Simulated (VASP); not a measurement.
**PbSe (space group Pm-3m): computed properties**

The numbers are results of LDA (Ceperley-Alder, Perdew-Zunger), VASP's LDA PAW potentials (set 64) (plane waves; VASP 6.6.1), not measurements.

```yaml
space_group: Pm-3m (221)
cell: a = b = c = 3.6643 Å, α = β = γ = 90.00°
volume_per_atom: 24.60 Å^3/atom
band gap (over mesh and band path): none (metal, semimetal or under 0.01 eV)
density: 9.66 g/cm³
```

```cif
data_PbSe
_chemical_formula_sum 'Pb1 Se1'
_space_group_name_H-M_alt 'P 1'
_space_group_IT_number 1
_cell_length_a 3.66432
_cell_length_b 3.66432
_cell_length_c 3.66432
_cell_angle_alpha 90.000
_cell_angle_beta 90.000
_cell_angle_gamma 90.000
loop_
_space_group_symop_operation_xyz
  'x, y, z'
loop_
_atom_site_label
_atom_site_type_symbol
_atom_site_fract_x
_atom_site_fract_y
_atom_site_fract_z
_atom_site_occupancy
Pb1 Pb 0.00000 0.00000 0.00000 1
Se1 Se 0.50000 0.50000 0.50000 1
```

Unless said otherwise, spin-orbit coupling is left out, though it shifts the bands of the heavy elements here.

The structure comes from a computed database's PbSe entry (Pm-3m); how it stands against other phases isn't given here. It was relaxed first, which changed the volume by -9 %. Symmetry was kept, so distortions that lower it aren't found.
